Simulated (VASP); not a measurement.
Crystal: Co.

```
Co
1.0
     2.50700    0.00000    0.00000
    -1.25350    2.17113    0.00000
     0.00000    0.00000    4.06900
Co
2
Direct
  0.33333 0.66667 0.25000
  0.66667 0.33333 0.75000
```

Base run:

```yaml
Program: VASP 6.6.1
Functional: LDA
Potentials_or_basis: VASP PAW LDA potentials, release 64 (Co)
Cutoff: 520 eV
k_mesh: 16 × 16 × 10
Occupations: fermi-dirac, width 0.05 eV
Spin: collinear spin, ferromagnetic start
Starting_moments: "[2.0, 2.0] μB"
```

Its results: pressure -22.3 GPa; net moment 3.12 μB per cell; site moments Co +1.57 μB.

Problem. The run is repeated on the same cell with these changes: functional from LDA to r2SCAN; potentials or basis from VASP PAW LDA potentials, release 64 (Co) to VASP PAW PBE potentials, release 64 (Co). What comes out?

Solution. Pressure -8.4 GPa; net moment 3.57 μB per cell; site moments Co +1.86 μB.

Caveats: so large a pressure means that the cell lies far from this level's equilibrium, or that cutoff or potentials fall short (some runs); the PAW data sets were made with another functional, which shifts forces and pressure a little (some runs).

Not every run made on this cell is shown here.
